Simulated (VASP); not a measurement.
Here is the system:

```xyz
4
Lattice="1.6062 -2.7820 0.0000 1.6062 2.7820 0.0000 0.0000 0.0000 5.2329" Properties=species:S:1:pos:R:3 pbc="T T T"
Ga     1.6062    -0.9273     2.6172
Ga     1.6062     0.9273     0.0007
N      1.6062    -0.9273     4.5885
N      1.6062     0.9273     1.9721
```

Calculation: optB88-vdW, VASP's PBE PAW potentials (set 64) (plane waves; VASP 6.6.1). Numerical set-up: 520 eV cut-off, Gaussian smearing of 0.050 eV, potentials Ga_d N.

Q: Give the energies of bands 13 to 21 at the high-symmetry points, in eV from the valence-band maximum.

A: 
| band | Γ | M | K | A | L | H |
|---|---|---|---|---|---|---|
| 13 | -6.86 | -6.32 | -5.27 | -3.78 | -6.45 | -6.04 |
| 14 | -0.99 | -5.20 | -5.27 | -3.78 | -6.45 | -6.04 |
| 15 | -0.99 | -4.06 | -5.07 | -0.51 | -1.87 | -4.03 |
| 16 | -0.04 | -2.64 | -2.86 | -0.51 | -1.87 | -4.03 |
| 17 | 0.00 | -2.10 | -2.86 | -0.51 | -1.83 | -1.42 |
| 18 | 0.00 | -0.96 | -2.62 | -0.51 | -1.83 | -1.42 |
| 19 | 1.76 | 5.03 | 5.25 | 4.08 | 4.36 | 6.26 |
| 20 | 4.08 | 5.40 | 7.49 | 4.08 | 4.36 | 6.26 |
| 21 | 9.06 | 6.01 | 7.49 | 8.35 | 7.58 | 7.31 |

The gap is direct, 1.76 eV, from the valence maximum at Γ to the conduction minimum at Γ.

Measured: gap 3.68 eV (computed value off by -1.92 eV), as given by Wei Chen et al., Physical Review Materials (2018), doi:10.1103/physrevmaterials.2.073803 [zero-point renormalisation of 0.17 eV added back (the table's ZPR column)].

The compound is GaN in the wurtzite structure. It was relaxed first.
